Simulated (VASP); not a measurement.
All values below come from LDA (Ceperley-Alder, Perdew-Zunger), VASP's LDA PAW potentials (set 64) (plane waves; VASP 6.6.1).

The input files of a VASP run:

File KPOINTS:
```
Automatic mesh
0
Gamma
14 14 14
0 0 0
```

POSCAR:
```
Ta
1
   -1.6549300000     1.6549300000     1.6549300000
    1.6549300000    -1.6549300000     1.6549300000
    1.6549300000     1.6549300000    -1.6549300000
Ta
1
Direct
  0.0000000000   0.0000000000   0.0000000000
```

### INCAR
```
! general
SYSTEM  = Ta
PREC    = Accurate
ENCUT   = 400
LREAL   = F   ! projection in real space or not
LASPH   = T   ! aspherical one-centre terms

! electronic loop
EDIFF   = 1E-6
NELM    = 100   ! most electronic steps
ALGO    = Normal
LMAXMIX = 6

! smearing
ISMEAR  = 1   ! Methfessel-Paxton
SIGMA   = 0.1   ! width (eV)

! ions
IBRION  = 2   ! conjugate gradients
NSW     = 60
ISIF    = 3   ! ions, shape and volume
EDIFFG  = -0.01   ! ionic stop

! output
LWAVE   = F
LCHARG  = F
```

POTCAR, in this order: Ta_pv (LDA.64 set). Program: vasp_std.

Output of the run:

OSZICAR:
```
       N       E                     dE             d eps       ncg     rms          rms(c)
DAV:   1     0.357397054082E+02    0.35740E+02   -0.57955E+03  1888   0.971E+02
DAV:   2    -0.127535614030E+02   -0.48493E+02   -0.47779E+02  2416   0.217E+02
DAV:   3    -0.133054869890E+02   -0.55193E+00   -0.52697E+00  2210   0.232E+01
DAV:   4    -0.133088803393E+02   -0.33934E-02   -0.33921E-02  2139   0.150E+00
DAV:   5    -0.133089128945E+02   -0.32555E-04   -0.32555E-04  2137   0.112E-01    0.134E+01
DAV:   6    -0.129264729506E+02    0.38244E+00   -0.42714E-01  1945   0.756E+00    0.631E+00
DAV:   7    -0.128097063835E+02    0.11677E+00   -0.32029E-01  1964   0.617E+00    0.333E-01
DAV:   8    -0.128073679411E+02    0.23384E-02   -0.30198E-03  2041   0.732E-01    0.384E-02
DAV:   9    -0.128073690200E+02   -0.10789E-05   -0.28146E-05  2045   0.585E-02    0.287E-02
DAV:  10    -0.128073689561E+02    0.63887E-07   -0.28458E-06  2172   0.225E-02
   1 F= -.12807369E+02 E0= -.12807482E+02  d E =-.128074E+02
       N       E                     dE             d eps       ncg     rms          rms(c)
DAV:   1    -0.142025096464E+02   -0.13951E+01   -0.48233E+01  1902   0.979E+01    0.122E+01
DAV:   2    -0.129790490058E+02    0.12235E+01   -0.15566E+00  1896   0.175E+01    0.413E+00
DAV:   3    -0.126726665578E+02    0.30638E+00   -0.91263E-01  1928   0.128E+01    0.176E+00
DAV:   4    -0.126765354167E+02   -0.38689E-02   -0.13042E-02  2262   0.122E+00    0.212E-01
DAV:   5    -0.126763504194E+02    0.18500E-03   -0.12098E-03  1948   0.441E-01    0.978E-02
DAV:   6    -0.126763640704E+02   -0.13651E-04   -0.13431E-05  2203   0.429E-02    0.800E-03
DAV:   7    -0.126763639593E+02    0.11104E-06   -0.95114E-08  1160   0.356E-03
   2 F= -.12676364E+02 E0= -.12676296E+02  d E =0.131005E+00
       N       E                     dE             d eps       ncg     rms          rms(c)
DAV:   1    -0.136109679567E+02   -0.93460E+00   -0.27585E+01  1903   0.804E+01    0.826E+00
DAV:   2    -0.129702486815E+02    0.64072E+00   -0.94595E-01  1918   0.120E+01    0.285E+00
DAV:   3    -0.128296890961E+02    0.14056E+00   -0.45505E-01  1938   0.827E+00    0.921E-01
DAV:   4    -0.128316538460E+02   -0.19647E-02   -0.52099E-03  2219   0.777E-01    0.134E-01
DAV:   5    -0.128317466551E+02   -0.92809E-04   -0.32340E-04  2076   0.205E-01    0.673E-02
DAV:   6    -0.128317550687E+02   -0.84137E-05   -0.70581E-06  2203   0.255E-02    0.436E-03
DAV:   7    -0.128317551344E+02   -0.65687E-07   -0.12316E-07  1077   0.298E-03
   3 F= -.12831755E+02 E0= -.12831803E+02  d E =-.243862E-01
       N       E                     dE             d eps       ncg     rms          rms(c)
DAV:   1    -0.128319447194E+02   -0.18965E-03   -0.51372E-03  1902   0.105E+00    0.114E-01
DAV:   2    -0.128318189519E+02    0.12577E-03   -0.17118E-04  1906   0.169E-01    0.382E-02
DAV:   3    -0.128317903696E+02    0.28582E-04   -0.90913E-05  1938   0.119E-01    0.148E-02
DAV:   4    -0.128317907501E+02   -0.38047E-06   -0.11220E-06  1714   0.114E-02
   4 F= -.12831791E+02 E0= -.12831836E+02  d E =-.244218E-01
```

OUTCAR:
```
------------------------ aborting loop because EDIFF is reached ----------------------------------------
  FORCE on cell =-STRESS in cart. coord.  units (eV):
  Direction    XX          YY          ZZ          XY          YZ          ZX
  --------------------------------------------------------------------------------------
  Total       -0.0068967     -0.0068967     -0.0068967      0.0000000      0.0000000      0.0000000
  in kB       -0.6378956     -0.6378956     -0.6378956      0.0000000      0.0000000      0.0000000
  external PRESSURE =      -0.6378956 kB  Pullay stress =       0.0000000 kB
  volume of cell :       17.32
      direct lattice vectors                 reciprocal lattice vectors
    -1.629977825  1.629977825  1.629977825     0.000000000  0.306752639  0.306752639
     1.629977825 -1.629977825  1.629977825     0.306752639  0.000000000  0.306752639
     1.629977825  1.629977825 -1.629977825     0.306752639  0.306752639  0.000000000
 POSITION                                       TOTAL-FORCE (eV/Angst)
 -----------------------------------------------------------------------------------
     -1.62998      1.62998      1.62998         0.000000     -0.000000      0.000000
 -----------------------------------------------------------------------------------
    total drift:                               -0.000000     -0.000000      0.000000
  FREE ENERGIE OF THE ION-ELECTRON SYSTEM (eV)
  ---------------------------------------------------
  free  energy   TOTEN  =       -12.8317907501 eV

  energy  without entropy=      -12.8319273533  energy(sigma->0) =      -12.83183628

 reached required accuracy - stopping structural energy minimisation
```
(Selected blocks of OUTCAR.)

### CONTCAR
```
Ta
   1.00000000000000
    -1.6299778252844179    1.6299778252844179    1.6299778252844179
     1.6299778252844179   -1.6299778252844179    1.6299778252844179
     1.6299778252844179    1.6299778252844179   -1.6299778252844179
  Ta
     1
Direct
     1.0000000000000000    0.0000000000000000    0.0000000000000000
```

Energy and stress use the plane-wave basis of the starting cell.

The structure comes from a computed database's Ta entry (Im-3m); how it stands against other phases isn't given here. This run relaxes it. Symmetry was kept, so distortions that lower it aren't found.
